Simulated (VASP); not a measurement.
Computed with PBEsol GGA, VASP's PBE PAW potentials (set 64) (plane waves; VASP).

A VASP calculation is set up with these files.

### KPOINTS
```
Regular mesh
0
G
  10 10 10
0 0 0
```

File POSCAR:
```
Li
1
    1.5090100000     0.8712270000     7.3095840000
   -1.5090100000     0.8712270000     7.3095840000
    0.0000000000    -1.7424550000     7.3095840000
Li
3
Direct
  0.7770300000   0.7770300000   0.7770300000
  0.2229700000   0.2229700000   0.2229700000
  0.0000000000   0.0000000000   0.0000000000
```

INCAR:
```
# general
SYSTEM=Li
PREC  =Accurate
ENCUT =400
LREAL =F
LASPH =T

# electronic loop
EDIFF =1E-6
NELM  =100
ALGO  =Normal

# smearing
ISMEAR=0
SIGMA =0.2

# functional
GGA   =PS

# ions
ISIF  =2

# output
LWAVE =F
LCHARG=F
```

POTCAR, in this order: Li_sv (PBE.64 set). Program: vasp_std.

What VASP printed:

File OSZICAR:
```
       N       E                     dE             d eps       ncg     rms          rms(c)
DAV:   1     0.785360586748E+01    0.78536E+01   -0.35515E+03  1856   0.858E+02
DAV:   2    -0.320302178117E+01   -0.11057E+02   -0.10889E+02  2488   0.966E+01
DAV:   3    -0.581886552880E+01   -0.26158E+01   -0.26049E+01  3192   0.457E+01
DAV:   4    -0.593907922897E+01   -0.12021E+00   -0.12009E+00  2448   0.935E+00
DAV:   5    -0.594200733689E+01   -0.29281E-02   -0.29281E-02  2968   0.136E+00    0.999E-01
DAV:   6    -0.592957317286E+01    0.12434E-01   -0.10480E-02  3024   0.536E-01    0.558E-01
DAV:   7    -0.592440991781E+01    0.51633E-02   -0.36313E-03  2568   0.551E-01    0.102E-01
DAV:   8    -0.592438012563E+01    0.29792E-04   -0.25795E-03  2832   0.357E-01    0.445E-02
DAV:   9    -0.592445849228E+01   -0.78367E-04   -0.23142E-04  2936   0.150E-01    0.952E-02
DAV:  10    -0.592437542352E+01    0.83069E-04   -0.12540E-04  3064   0.107E-01    0.232E-03
DAV:  11    -0.592437602774E+01   -0.60423E-06   -0.86129E-06  2264   0.311E-02
   1 F= -.59243760E+01 E0= -.59098091E+01  d E =-.291339E-01
```

File OUTCAR:
```
------------------------ aborting loop because EDIFF is reached ----------------------------------------
  FORCE on cell =-STRESS in cart. coord.  units (eV):
  Direction    XX          YY          ZZ          XY          YZ          ZX
  --------------------------------------------------------------------------------------
  Total       -1.0937002     -1.0937002     -1.1251064      0.0000000      0.0000001      0.0000000
  in kB      -30.3907459    -30.3907461    -31.2634310      0.0000000      0.0000014      0.0000000
  external PRESSURE =     -30.6816410 kB  Pullay stress =       0.0000000 kB
  volume of cell :       57.66
      direct lattice vectors                 reciprocal lattice vectors
     1.509010000  0.871227000  7.309584000     0.331343066  0.191301008  0.045602239
    -1.509010000  0.871227000  7.309584000    -0.331343066  0.191301008  0.045602239
     0.000000000 -1.742455000  7.309584000     0.000000000 -0.382602015  0.045602213
 POSITION                                       TOTAL-FORCE (eV/Angst)
 -----------------------------------------------------------------------------------
      0.00000     -0.00000     17.03930         0.000000     -0.000000      0.031706
      0.00000     -0.00000      4.88945         0.000000      0.000000     -0.031706
      0.00000      0.00000      0.00000         0.000000      0.000000     -0.000000
 -----------------------------------------------------------------------------------
    total drift:                               -0.000000      0.000000      0.000000
  FREE ENERGIE OF THE ION-ELECTRON SYSTEM (eV)
  ---------------------------------------------------
  free  energy   TOTEN  =        -5.9243760277 eV

  energy  without entropy=       -5.8952420895  energy(sigma->0) =       -5.90980906
```
(Selected blocks of OUTCAR.)

At this cut-off the stress carries a Pulay error, which pulls relaxed volumes low.

The structure comes from a computed database's Li entry (R-3m); how it stands against other phases isn't given here. The cell was not relaxed at this level. The run is one of a series of settings (GGA = PS, POTCAR Li_sv (PBE.64 set) against the base run), some of them coarse on purpose.
